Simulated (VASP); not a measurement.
OSZICAR of a VASP run on In32P33:

**OSZICAR**
```
...
DAV:   1    -0.273425851098E+03   -0.19041E-03   -0.43432E-02   672   0.364E-01    0.127E-01
RMM:   2    -0.273426093627E+03   -0.24253E-03   -0.30280E-03   656   0.114E-01    0.333E-02
RMM:   3    -0.273426152205E+03   -0.58578E-04   -0.64421E-04   698   0.546E-02    0.305E-02
RMM:   4    -0.273426154157E+03   -0.19525E-05   -0.10052E-04   632   0.229E-02    0.234E-02
RMM:   5    -0.273426151782E+03    0.23748E-05   -0.33261E-05   457   0.118E-02
   5 F= -.27342615E+03 E0= -.27342615E+03  d E =-.164034E-02  mag=     1.0000
       N       E                     dE             d eps       ncg     rms          rms(c)
DAV:   1    -0.273426849261E+03   -0.69510E-03   -0.21338E-02   704   0.258E-01    0.718E-02
RMM:   2    -0.273426952996E+03   -0.10374E-03   -0.12962E-03   656   0.763E-02    0.180E-02
RMM:   3    -0.273426985431E+03   -0.32435E-04   -0.32251E-04   718   0.376E-02    0.217E-02
RMM:   4    -0.273426986101E+03   -0.67014E-06   -0.43621E-05   475   0.150E-02
   6 F= -.27342699E+03 E0= -.27342699E+03  d E =-.834318E-03  mag=     1.0000
       N       E                     dE             d eps       ncg     rms          rms(c)
DAV:   1    -0.273427146533E+03   -0.16110E-03   -0.19146E-01   672   0.772E-01    0.212E-01
RMM:   2    -0.273428071732E+03   -0.92520E-03   -0.11420E-02   656   0.227E-01    0.541E-02
RMM:   3    -0.273428354553E+03   -0.28282E-03   -0.28246E-03   715   0.111E-01    0.665E-02
RMM:   4    -0.273428363395E+03   -0.88420E-05   -0.35591E-04   687   0.438E-02    0.508E-02
RMM:   5    -0.273428351656E+03    0.11739E-04   -0.17562E-04   656   0.254E-02    0.145E-02
RMM:   6    -0.273428357021E+03   -0.53658E-05   -0.39790E-05   504   0.130E-02
   7 F= -.27342836E+03 E0= -.27342836E+03  d E =-.220524E-02  mag=     1.0000
       N       E                     dE             d eps       ncg     rms          rms(c)
DAV:   1    -0.273428269690E+03    0.81965E-04   -0.22231E-02   736   0.264E-01    0.805E-02
RMM:   2    -0.273428380274E+03   -0.11058E-03   -0.14510E-03   656   0.796E-02    0.197E-02
RMM:   3    -0.273428419589E+03   -0.39315E-04   -0.38352E-04   720   0.401E-02    0.215E-02
RMM:   4    -0.273428421036E+03   -0.14476E-05   -0.50561E-05   505   0.159E-02
   8 F= -.27342842E+03 E0= -.27342842E+03  d E =-.226925E-02  mag=     1.0000
       N       E                     dE             d eps       ncg     rms          rms(c)
DAV:   1    -0.273429374826E+03   -0.95524E-03   -0.59315E-02   672   0.425E-01    0.132E-01
RMM:   2    -0.273429710355E+03   -0.33553E-03   -0.40478E-03   656   0.129E-01    0.347E-02
RMM:   3    -0.273429804358E+03   -0.94003E-04   -0.94816E-04   709   0.630E-02    0.344E-02
RMM:   4    -0.273429809880E+03   -0.55216E-05   -0.14078E-04   647   0.259E-02    0.277E-02
RMM:   5    -0.273429805164E+03    0.47157E-05   -0.43238E-05   501   0.131E-02
   9 F= -.27342981E+03 E0= -.27342981E+03  d E =-.138413E-02  mag=     1.0000
       N       E                     dE             d eps       ncg     rms          rms(c)
DAV:   1    -0.273428134326E+03    0.16756E-02   -0.33993E-01   664   0.102E+00    0.322E-01
RMM:   2    -0.273430061741E+03   -0.19274E-02   -0.23526E-02   656   0.309E-01    0.812E-02
RMM:   3    -0.273430627960E+03   -0.56622E-03   -0.56283E-03   713   0.152E-01    0.772E-02
RMM:   4    -0.273430661957E+03   -0.33997E-04   -0.81867E-04   698   0.621E-02    0.629E-02
RMM:   5    -0.273430634142E+03    0.27815E-04   -0.23647E-04   658   0.309E-02    0.184E-02
RMM:   6    -0.273430646899E+03   -0.12757E-04   -0.80616E-05   599   0.172E-02    0.181E-02
RMM:   7    -0.273430639841E+03    0.70581E-05   -0.14231E-05   405   0.744E-03
  10 F= -.27343064E+03 E0= -.27343064E+03  d E =-.221880E-02  mag=     1.0000
       N       E                     dE             d eps       ncg     rms          rms(c)
DAV:   1    -0.273430626705E+03    0.20194E-04   -0.17864E-02   704   0.234E-01    0.735E-02
RMM:   2    -0.273430716746E+03   -0.90042E-04   -0.11684E-03   656   0.690E-02    0.195E-02
RMM:   3    -0.273430747062E+03   -0.30316E-04   -0.29957E-04   720   0.345E-02    0.160E-02
RMM:   4    -0.273430748399E+03   -0.13367E-05   -0.38323E-05   457   0.137E-02
  11 F= -.27343075E+03 E0= -.27343075E+03  d E =-.232736E-02  mag=     1.0000
       N       E                     dE             d eps       ncg     rms          rms(c)
DAV:   1    -0.273431309150E+03   -0.56209E-03   -0.10427E-01   672   0.557E-01    0.182E-01
RMM:   2    -0.273431944744E+03   -0.63559E-03   -0.75110E-03   656   0.171E-01    0.444E-02
RMM:   3    -0.273432105032E+03   -0.16029E-03   -0.16362E-03   693   0.826E-02    0.403E-02
RMM:   4    -0.273432113954E+03   -0.89215E-05   -0.25800E-04   697   0.350E-02    0.300E-02
RMM:   5    -0.273432109275E+03    0.46783E-05   -0.69462E-05   595   0.168E-02
  12 F= -.27343211E+03 E0= -.27343211E+03  d E =-.136088E-02  mag=     1.0000
       N       E                     dE             d eps       ncg     rms          rms(c)
DAV:   1    -0.273431968194E+03    0.14576E-03   -0.54984E-02   720   0.404E-01    0.137E-01
RMM:   2    -0.273432301819E+03   -0.33363E-03   -0.40438E-03   656   0.125E-01    0.347E-02
RMM:   3    -0.273432395461E+03   -0.93642E-04   -0.93911E-04   707   0.617E-02    0.306E-02
RMM:   4    -0.273432399977E+03   -0.45157E-05   -0.13671E-04   639   0.256E-02    0.215E-02
RMM:   5    -0.273432398679E+03    0.12978E-05   -0.40238E-05   482   0.127E-02
  13 F= -.27343240E+03 E0= -.27343240E+03  d E =-.165028E-02  mag=     1.0000
       N       E                     dE             d eps       ncg     rms          rms(c)
DAV:   1    -0.273433178383E+03   -0.77841E-03   -0.96622E-02   672   0.530E-01    0.172E-01
RMM:   2    -0.273433754771E+03   -0.57639E-03   -0.68664E-03   656   0.163E-01    0.428E-02
RMM:   3    -0.273433906992E+03   -0.15222E-03   -0.15198E-03   698   0.789E-02    0.380E-02
RMM:   4    -0.273433917113E+03   -0.10122E-04   -0.23480E-04   692   0.331E-02    0.296E-02
RMM:   5    -0.273433913268E+03    0.38449E-05   -0.73159E-05   600   0.165E-02
  14 F= -.27343391E+03 E0= -.27343391E+03  d E =-.151459E-02  mag=     1.0000
       N       E                     dE             d eps       ncg     rms          rms(c)
DAV:   1    -0.273433714423E+03    0.20269E-03   -0.79196E-02   704   0.480E-01    0.159E-01
RMM:   2    -0.273434187971E+03   -0.47355E-03   -0.57111E-03   656   0.149E-01    0.397E-02
RMM:   3    -0.273434319716E+03   -0.13175E-03   -0.13024E-03   706   0.725E-02    0.346E-02
RMM:   4    -0.273434327029E+03   -0.73123E-05   -0.18883E-04   666   0.299E-02    0.260E-02
RMM:   5    -0.273434324764E+03    0.22650E-05   -0.60194E-05   570   0.153E-02
  15 F= -.27343432E+03 E0= -.27343432E+03  d E =-.192608E-02  mag=     1.0000
       N       E                     dE             d eps       ncg     rms          rms(c)
DAV:   1    -0.273434810633E+03   -0.48360E-03   -0.79878E-02   672   0.474E-01    0.150E-01
RMM:   2    -0.273435267054E+03   -0.45642E-03   -0.54692E-03   656   0.141E-01    0.412E-02
RMM:   3    -0.273435396040E+03   -0.12899E-03   -0.12748E-03   710   0.689E-02    0.342E-02
RMM:   4    -0.273435402658E+03   -0.66176E-05   -0.17897E-04   644   0.283E-02    0.224E-02
RMM:   5    -0.273435403320E+03   -0.66293E-06   -0.49607E-05   518   0.141E-02
  16 F= -.27343540E+03 E0= -.27343540E+03  d E =-.107856E-02  mag=     1.0000
       N       E                     dE             d eps       ncg     rms          rms(c)
DAV:   1    -0.273435242816E+03    0.15984E-03   -0.72827E-02   704   0.452E-01    0.145E-01
RMM:   2    -0.273435662497E+03   -0.41968E-03   -0.50179E-03   656   0.135E-01    0.396E-02
RMM:   3    -0.273435780583E+03   -0.11809E-03   -0.11661E-03   710   0.659E-02    0.327E-02
RMM:   4    -0.273435786899E+03   -0.63160E-05   -0.16676E-04   639   0.272E-02    0.215E-02
RMM:   5    -0.273435787624E+03   -0.72426E-06   -0.45370E-05   502   0.134E-02
  17 F= -.27343579E+03 E0= -.27343579E+03  d E =-.146286E-02  mag=     1.0000
       N       E                     dE             d eps       ncg     rms          rms(c)
DAV:   1    -0.273436381196E+03   -0.59430E-03   -0.64555E-02   672   0.440E-01    0.148E-01
RMM:   2    -0.273436782665E+03   -0.40147E-03   -0.48097E-03   656   0.137E-01    0.363E-02
RMM:   3    -0.273436892520E+03   -0.10986E-03   -0.10945E-03   715   0.661E-02    0.319E-02
RMM:   4    -0.273436896019E+03   -0.34991E-05   -0.14963E-04   644   0.269E-02    0.229E-02
RMM:   5    -0.273436893999E+03    0.20206E-05   -0.47649E-05   509   0.137E-02
  18 F= -.27343689E+03 E0= -.27343689E+03  d E =-.110638E-02  mag=     1.0000
       N       E                     dE             d eps       ncg     rms          rms(c)
DAV:   1    -0.273436874648E+03    0.21371E-04   -0.25038E-02   736   0.274E-01    0.940E-02
RMM:   2    -0.273437029859E+03   -0.15521E-03   -0.18976E-03   656   0.859E-02    0.233E-02
RMM:   3    -0.273437075355E+03   -0.45496E-04   -0.44884E-04   723   0.420E-02    0.201E-02
RMM:   4    -0.273437076560E+03   -0.12046E-05   -0.58145E-05   523   0.169E-02
  19 F= -.27343708E+03 E0= -.27343708E+03  d E =-.128894E-02  mag=     1.0000
       N       E                     dE             d eps       ncg     rms          rms(c)
DAV:   1    -0.273437261339E+03   -0.18598E-03   -0.52972E-02   672   0.397E-01    0.129E-01
RMM:   2    -0.273437535553E+03   -0.27421E-03   -0.34708E-03   656   0.117E-01    0.359E-02
RMM:   3    -0.273437615181E+03   -0.79629E-04   -0.81623E-04   718   0.565E-02    0.291E-02
RMM:   4    -0.273437616692E+03   -0.15108E-05   -0.10611E-04   620   0.228E-02    0.182E-02
RMM:   5    -0.273437617953E+03   -0.12610E-05   -0.37977E-05   482   0.122E-02
  20 F= -.27343762E+03 E0= -.27343762E+03  d E =-.541393E-03  mag=     1.0000
```

Task: Which electronic solver shows in the log?

Result: It is blocked Davidson (ALGO = Normal, or the opening steps of other solvers) and then RMM-DIIS (ALGO = Fast or VeryFast). The INCAR had ALGO = Fast.

Task: How was spin treated?

Result: Collinear spin (ISPIN = 2): the summary line carries one mag value, 1.00 μB in the cell.

Task: Can the final energy be trusted as converged?

Result: The calculation finished and met its thresholds. It stopped with EDIFF = 1E-5, NELM = 100, NSW = 120 and EDIFFG = -0.03 after 20 ionic steps (PBE GGA, plane waves, VASP's PBE PAW potentials (set 64)). The cell is charged, with a uniform compensating background. The supercell is sampled at Γ alone, which is coarse: total energies, pressure and levels can be off, energies of defects by several tenths of an eV.

The cell is a supercell with a defect, built from InP (zinc blende): P_i, charge +2. The total moment is imposed (NUPDOWN), so this need not be the lowest spin state.
